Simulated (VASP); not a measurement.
Runs of VASP 6.6.1 on Sn3SO2. The structure is hexagonal, space group P6/mmm (No. 191). Conventional cell: a = 6.351 Å, b = 6.351 Å, c = 3.516 Å, α = 90.00°, β = 90.00°, γ = 120.00°. Sn (site symmetry mmm) is surrounded by 4 O at 2.54 Å. S (site symmetry 6/mmm) is surrounded by 2 S at 3.52 Å and 12 Sn at 3.63 Å and 6 O at 3.67 Å. O (site symmetry -6m2) has 6 Sn at 2.54 Å as nearest neighbours. The cell was built by a generator and needn't be a form met in nature.

```tsv
task	level	potentials or basis	cell	cutoff (eV)	smearing	gap on the mesh (eV)	pressure (GPa)
relaxation of the atoms	PBEsol	VASP PAW PBE potentials, release 64 (Sn_d, S, O)	atoms relaxed	520	gaussian 0.05 eV	none	-5.2
single point	PBE	VASP PAW PBE potentials, release 64 (Sn_d, S, O)	as given	520	fermi-dirac 0.05 eV	none	-1.7
electron localisation function	revPBE+dDsC	VASP PAW PBE potentials, release 54 (Sn_d, S, O)	as given	520	tetrahedron	none	(a)
relaxation of cell and atoms	PBE	VASP PAW PBE potentials, release 64 (Sn_d, S, O)	relaxed	600	gaussian 0.05 eV	none	0.0
```

Alike in all rows: no spin polarisation; k mesh 5 × 5 × 8.

Q: Fill in the values left out.

A: (a) -4.4.

Caveats: the PAW data sets were made with another functional, which shifts forces and pressure a little (some runs); pairwise dispersion overbinds metals, which lowers pressure and volume (some runs).

A k mesh can miss the band edges, and the runs leave out spin-orbit coupling on Sn.

A gap of «none» marks a metal or a gap under the smearing width.

Not every run made on this cell is shown here.
